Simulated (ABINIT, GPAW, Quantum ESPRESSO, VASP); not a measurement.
Code comparison for Al2CdS4 (I-4, 7 atoms in the cell)

Self-consistent single point, at a second geometry (lattice scaled by 0.98). First geometry:

```xyz
7
Lattice="-2.7949 2.7949 5.0861 2.7949 -2.7949 5.0861 2.7949 2.7949 -5.0861" Properties=species:S:1:pos:R:3 pbc="T T T"
Al     0.0000     2.7949     2.5430
Al     0.0000     0.0000     5.0861
Cd     0.0000     0.0000     0.0000
S     -1.2306     1.3155     3.7205
S      1.3155     1.2306     6.4517
S      4.0255     1.4793    -1.3656
S      1.4793     1.5642     1.3656
```

Shared settings, as Quantum ESPRESSO writes them: occupations = fixed; K_POINTS = automatic 6 6 6 0 0 0. Potentials and cutoffs stand in the table.

| code | model | ΔF from the first geometry (meV/atom) | pressure (GPa) | largest force (eV/Å) | gap on the mesh (eV) | cutoff |
|---|---|---|---|---|---|---|
| GPAW | PBEsol, GPAW PAW datasets PBEsol (made by gpaw-setup) | 15.3 | 4.30 | 0.631 | 2.984 | 550 eV |
| Quantum ESPRESSO | PBEsol, GBRV 1.5 ultrasoft (PBESOL) pseudopotentials | 14.7 | 4.21 | 0.575 | 2.979 | 40 Ry |
| ABINIT | PBEsol, PAW (JTH v2.0 PBE PAW, files made for PBE) | 15.7 | 4.39 | 0.607 | 2.979 | 21 Ha |
| VASP | PBEsol, VASP's PBE PAW potentials (set 64) | 15.9 | 4.13 | 0.589 | 3.008 | 300 eV |

Gaps are read on the mesh.

The spread over the programs that give each value: ΔF from the first geometry within 1.2 meV/atom; pressure within 0.26 GPa; largest force within 0.056 eV/Å; gap on the mesh within 0.029 eV.

VASP's run is marked for a possible Pulay error in its stress at this cutoff; no cutoff test was made.

VASP ran the fixed occupations as a Gaussian smearing of 0.01 eV.

The starting cell comes from a database of computed structures (which also holds hypothetical and non-ambient phases and stackings), without a prior relaxation at this level. For this run, on top of that: lattice scaled by 0.98.

Left out of this page: Ansatz, CP2K, FLEUR and SIESTA (not drawn, or without a comparable value).
